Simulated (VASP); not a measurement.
Consider the following.

```yaml
crystal:
  lattice:
    - [0.00000, 2.27000, 2.27000]
    - [2.27000, 0.00000, 2.27000]
    - [2.27000, 2.27000, 0.00000]
  atoms:
    - { symbol: B, position: [0.00000, 0.00000, 0.00000] }
    - { symbol: P, position: [0.25000, 0.25000, 0.25000] }
```

Level of theory: G0W0 on PBE orbitals, VASP's PBE PAW potentials (set 64) (plane waves; VASP 6.6.1). Settings: PREC = Normal, 500 eV cut-off, 4×4×4 Γ-centred mesh, Gaussian smearing of 0.010 eV, potentials B_GW P_GW.

The mesh is coarse and the basis finite, so the quasiparticle values are not converged.

NBANDS = 320, ENCUTGW = 300 eV, NOMEGA = 64. The PBE levels (eV) that the step starts from are:

```
state                           KS energy  filling
------------------------------  ---------  -------
k1 (0.00, 0.00, 0.00), band 1       -8.31        2
k1 (0.00, 0.00, 0.00), band 2        7.16        2
k1 (0.00, 0.00, 0.00), band 3        7.16        2
k1 (0.00, 0.00, 0.00), band 4        7.16        2
k1 (0.00, 0.00, 0.00), band 5       10.54        0
k1 (0.00, 0.00, 0.00), band 6       10.54        0
k1 (0.00, 0.00, 0.00), band 7       10.54        0
k1 (0.00, 0.00, 0.00), band 8       14.51        0
k6 (-0.25, 0.25, 0.00), band 1      -5.48        2
k6 (-0.25, 0.25, 0.00), band 2       0.69        2
k6 (-0.25, 0.25, 0.00), band 3       1.91        2
k6 (-0.25, 0.25, 0.00), band 4       5.22        2
k6 (-0.25, 0.25, 0.00), band 5      11.00        0
k6 (-0.25, 0.25, 0.00), band 6      13.51        0
k6 (-0.25, 0.25, 0.00), band 7      14.65        0
k6 (-0.25, 0.25, 0.00), band 8      15.90        0
k8 (-0.25, 0.50, 0.25), band 1      -3.18        2
k8 (-0.25, 0.50, 0.25), band 2      -0.90        2
k8 (-0.25, 0.50, 0.25), band 3       1.48        2
k8 (-0.25, 0.50, 0.25), band 4       1.68        2
k8 (-0.25, 0.50, 0.25), band 5      12.48        0
k8 (-0.25, 0.50, 0.25), band 6      13.90        0
k8 (-0.25, 0.50, 0.25), band 7      14.38        0
k8 (-0.25, 0.50, 0.25), band 8      14.58        0
```

Give the quasiparticle energies and renormalisation factors Z.

```tsv
state	QP energy (eV)	Z
k1 (0.00, 0.00, 0.00), band 1	-9.24	0.74
k1 (0.00, 0.00, 0.00), band 2	6.44	0.79
k1 (0.00, 0.00, 0.00), band 3	6.44	0.79
k1 (0.00, 0.00, 0.00), band 4	6.44	0.79
k1 (0.00, 0.00, 0.00), band 5	10.75	0.78
k1 (0.00, 0.00, 0.00), band 6	10.75	0.78
k1 (0.00, 0.00, 0.00), band 7	10.75	0.78
k1 (0.00, 0.00, 0.00), band 8	14.67	0.76
k6 (-0.25, 0.25, 0.00), band 1	-6.34	0.72
k6 (-0.25, 0.25, 0.00), band 2	-0.21	0.74
k6 (-0.25, 0.25, 0.00), band 3	1.07	0.76
k6 (-0.25, 0.25, 0.00), band 4	4.44	0.78
k6 (-0.25, 0.25, 0.00), band 5	11.14	0.79
k6 (-0.25, 0.25, 0.00), band 6	13.80	0.76
k6 (-0.25, 0.25, 0.00), band 7	14.78	0.77
k6 (-0.25, 0.25, 0.00), band 8	16.11	0.76
k8 (-0.25, 0.50, 0.25), band 1	-3.98	0.71
k8 (-0.25, 0.50, 0.25), band 2	-1.86	0.72
k8 (-0.25, 0.50, 0.25), band 3	0.63	0.76
k8 (-0.25, 0.50, 0.25), band 4	0.85	0.76
k8 (-0.25, 0.50, 0.25), band 5	12.61	0.78
k8 (-0.25, 0.50, 0.25), band 6	13.94	0.78
k8 (-0.25, 0.50, 0.25), band 7	14.69	0.77
k8 (-0.25, 0.50, 0.25), band 8	14.78	0.76
```
On the mesh the gap opens from 1.32 to 2.03 eV.

The compound is BP in the zinc blende structure. The cell was not relaxed at this level. The k-mesh is coarse (spacing up to 0.60 per Å, 2π included), so the numbers may not be converged in it.
